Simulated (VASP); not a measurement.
Data:

```
HfC
1.0
    0.00000     2.32000     2.32000
    2.32000     0.00000     2.32000
    2.32000     2.32000     0.00000
Hf C
1 1
Direct
  0.98491   0.01509   0.03664
  0.50000   0.50000   0.50000
```

The numbers are results of PBE GGA, VASP's PBE PAW potentials (set 64) (plane waves; VASP), not measurements. Run with 520 eV cut-off, 10×10×10 Γ-centred mesh, first-order Methfessel-Paxton smearing of 0.10 eV, potentials Hf_pv C.

Task: The ions, cell shape and volume are relaxed. Predict the relaxed structure.

Result: 
```
HfC
1.0
    0.00004     2.32354     2.32354
    2.32352     0.00003     2.32354
    2.32356     2.32357     0.00000
Hf C
1 1
Direct
  0.99246   0.00754   0.01831
  0.49246   0.50754   0.51833
```
Space group Fm-3m (225), at a tolerance of 0.03 Å.

Task: How do energy and volume change from the first to the last step?

Result: The energy (σ→0) changes by -31.4 meV/atom and the volume by +0.5 %, in 14 ionic steps.

The compound is HfC in the rock salt structure. In the starting cell atoms are displaced from their ideal sites. This run relaxes it. Symmetry was kept, so distortions that lower it aren't found.
